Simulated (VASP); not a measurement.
Here is the system:

```xyz
6
Lattice="4.5252 0.0000 0.0000 0.0000 4.5252 0.0000 0.0000 0.0000 3.0013" Properties=species:S:1:pos:R:3 pbc="T T T"
Mg     0.0000     0.0000     0.0000
Mg     2.2626     2.2626     1.5006
H      1.3758     1.3758     0.0000
H      3.6384     0.8868     1.5006
H      0.8868     3.6384     1.5006
H      3.1494     3.1494     0.0000
```

All values below come from vdW-DF2, VASP's PBE PAW potentials (set 64) (plane waves; VASP). Numerical set-up: 520 eV cut-off, Gaussian smearing of 0.050 eV, potentials Mg H.

**Question.** Give the energies of bands 1 to 7 at the high-symmetry points, in eV from the valence-band maximum.

**Answer.** 
```tsv
band	Γ	X	M	Z	R	A
1	-6.05	-4.49	-3.50	-2.71	-2.02	-1.71
2	-1.33	-4.49	-3.50	-2.71	-2.02	-1.71
3	-1.33	-0.46	-2.45	-0.08	-0.95	-0.83
4	-0.35	-0.46	-2.45	-0.08	-0.95	-0.83
5	5.39	5.98	9.38	6.65	5.67	4.39
6	5.48	5.98	9.38	6.65	5.67	4.39
7	9.65	10.54	9.59	7.55	7.37	4.97
```

The gap is indirect, 4.32 eV, from the valence maximum at M-Γ at 0.67 to the conduction minimum at A-Z at 0.22.

The compound is MgH2 in the rutile structure. It was relaxed first.
